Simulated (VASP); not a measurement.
An input for Ansatz (written as the equivalent of a VASP run, and not itself run):

Ansatz 0.2 input:
```yaml
crystal:
  lattice:
    - [3.1998149, 0.0000000, 0.0000000]
    - [-1.5999075, 2.7711211, 0.0000000]
    - [0.0000000, 0.0000000, 6.5543771]
  atoms:
    - { symbol: Zr, position: [0.3333330, 0.6666670, 0.0333099] }
    - { symbol: Zr, position: [0.6666670, 0.3333330, 0.5333099] }
    - { symbol: O, position: [0.3333330, 0.6666670, 0.3416901] }
    - { symbol: O, position: [0.6666670, 0.3333330, 0.8416901] }
kpoints:
  mp_grid: { grid: [12, 12, 5] }
hamiltonian:
  xc: pbesol
  pseudopotentials: { kind: paw }
scf:
  occupations: { method: tetrahedron }
  max_iter: 100
output: { forces: true, stress: true, eigenvalues: true }
```

### Question
Write the VASP files for the same calculation (PBEsol).

### Answer
This is not unique; one that fits is 
### INCAR
```
SYSTEM = ZrO
PREC = Accurate; ENCUT = 520; LREAL = F
LASPH = T
EDIFF = 1E-7; NELM = 100; ALGO = Normal
LMAXMIX = 4
ISMEAR = -5
GGA = PS
ISIF = 2
LWAVE = F; LCHARG = T; LORBIT = 11
NEDOS = 601
LEFG = T
```

### POSCAR
```
ZrO
1
    3.1998149459     0.0000000000     0.0000000000
   -1.5999074729     2.7711210515    -0.0000000000
   -0.0000000000    -0.0000000000     6.5543770656
Zr O
2 2
Direct
  0.3333330000   0.6666670000   0.0333098743
  0.6666670000   0.3333330000   0.5333098743
  0.3333330000   0.6666670000   0.3416901257
  0.6666670000   0.3333330000   0.8416901257
```

KPOINTS:
```
Automatic mesh
0
Gamma
12 12 5
0 0 0
```

POTCAR, in this order: Zr_sv O (PBE.64 set). Program: vasp_std.

Limits of the translation: each code has its own PAW files, so the cut-off isn't converted (ENCUT is set for VASP's; basis.ecutwfc is left out, and Ansatz then takes the one that its files recommend); Ansatz stops its SCF on the density residual and VASP on the energy change (EDIFF); the field gradients of LEFG aren't asked of the other code.

The structure was generated: ZrO was put into the wurtzite type (P6_3mc), which need not be its known phase. It was relaxed first, which changed the volume by -33 %.
